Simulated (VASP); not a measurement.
These are PW91 GGA, VASP's PBE PAW potentials (set 64) (plane waves; VASP) values and carry that method's errors.

VASP ran on this input.

### POSCAR
```
Pd
1.0
  0.0000000000   2.0122311048   2.0122311048
  2.0122311048   0.0000000000   2.0122311048
  2.0122311048   2.0122311048   0.0000000000
Pd
1
Cartesian
  0.0000000000   0.0000000000   0.0000000000
```

KPOINTS:
```
Automatic mesh
0
Gamma
16 16 16
0 0 0
```

### INCAR
```
SYSTEM=Pd
PREC=Accurate; ENCUT=520; LREAL=.FALSE.
LASPH=.TRUE.
EDIFF=1E-7; NELM=100; ALGO=Normal
LMAXMIX=4
ISMEAR=1; SIGMA=0.1
GGA=91
ISIF=2
LWAVE=.FALSE.; LCHARG=.FALSE.
```

POTCAR, in this order: Pd (PBE.64 set). Program: vasp_std.

The resulting files:

### OUTCAR
```
 ion  position               nearest neighbor table
   1  0.000  0.000  0.000-
  LATTYP: Found a face centered cubic cell.
 ALAT       =     4.0244622096
 Subroutine PRICEL returns:
 Original cell was already a primitive cell.
 Subroutine GETGRP returns: Found 48 space group operations
The static configuration has the point symmetry O_h .
The dynamic configuration has the point symmetry O_h .
 Subroutine INISYM returns: Found 48 space group operations
 Subroutine IBZKPT returns following result:
 Found    145 irreducible k-points:

 Following reciprocal coordinates:
            Coordinates               Weight
  0.000000  0.000000  0.000000      1.000000
  0.062500  0.000000  0.000000      8.000000
  0.125000  0.000000  0.000000      8.000000
  0.187500  0.000000  0.000000      8.000000
  0.250000  0.000000  0.000000      8.000000
  0.312500  0.000000  0.000000      8.000000
  0.375000  0.000000  0.000000      8.000000
  0.437500  0.000000  0.000000      8.000000
  0.500000  0.000000  0.000000      4.000000
  0.062500  0.062500  0.000000      6.000000
...
```

### OSZICAR
```
       N       E                     dE             d eps       ncg     rms          rms(c)
DAV:   1     0.387674036779E+02    0.38767E+02   -0.52006E+03  2634   0.103E+03
DAV:   2    -0.509383478100E+01   -0.43861E+02   -0.42678E+02  2742   0.192E+02
DAV:   3    -0.548513431983E+01   -0.39130E+00   -0.38969E+00  3102   0.208E+01
DAV:   4    -0.548734669761E+01   -0.22124E-02   -0.22122E-02  3026   0.147E+00
DAV:   5    -0.548737485507E+01   -0.28157E-04   -0.28155E-04  3088   0.142E-01    0.593E+00
DAV:   6    -0.523108000635E+01    0.25629E+00   -0.14239E+00  2664   0.108E+01    0.276E+00
DAV:   7    -0.522522297652E+01    0.58570E-02   -0.27559E-03  2803   0.685E-01    0.156E+00
DAV:   8    -0.522245964123E+01    0.27633E-02   -0.87296E-04  2744   0.235E-01    0.192E-02
DAV:   9    -0.522246551944E+01   -0.58782E-05   -0.81238E-06  3497   0.290E-02    0.901E-03
DAV:  10    -0.522246790427E+01   -0.23848E-05   -0.10385E-06  2904   0.119E-02    0.126E-03
DAV:  11    -0.522246781313E+01    0.91145E-07   -0.26981E-08  1796   0.143E-03
   1 F= -.52224678E+01 E0= -.52222238E+01  d E =-.731896E-03
```

**OUTCAR**
```
------------------------ aborting loop because EDIFF is reached ----------------------------------------
  FORCE on cell =-STRESS in cart. coord.  units (eV):
  Direction    XX          YY          ZZ          XY          YZ          ZX
  --------------------------------------------------------------------------------------
  Total       -0.8654657     -0.8654657     -0.8654657      0.0000000      0.0000000      0.0000000
  in kB      -85.0935985    -85.0935985    -85.0935985      0.0000000      0.0000000      0.0000000
  external PRESSURE =     -85.0935985 kB  Pullay stress =       0.0000000 kB
  volume of cell :       16.30
      direct lattice vectors                 reciprocal lattice vectors
     0.000000000  2.012231105  2.012231105    -0.248480405  0.248480405  0.248480405
     2.012231105  0.000000000  2.012231105     0.248480405 -0.248480405  0.248480405
     2.012231105  2.012231105  0.000000000     0.248480405  0.248480405 -0.248480405
 POSITION                                       TOTAL-FORCE (eV/Angst)
 -----------------------------------------------------------------------------------
      0.00000      0.00000      0.00000        -0.000000      0.000000     -0.000000
 -----------------------------------------------------------------------------------
    total drift:                               -0.000000      0.000000     -0.000000
  FREE ENERGIE OF THE ION-ELECTRON SYSTEM (eV)
  ---------------------------------------------------
  free  energy   TOTEN  =        -5.2224678131 eV

  energy  without entropy=       -5.2217359175  energy(sigma->0) =       -5.22222385
```
(Selected blocks of OUTCAR.)

The compound is Pd in the fcc structure. This cell is one point of a volume scan, at 1.06 of the reference volume.
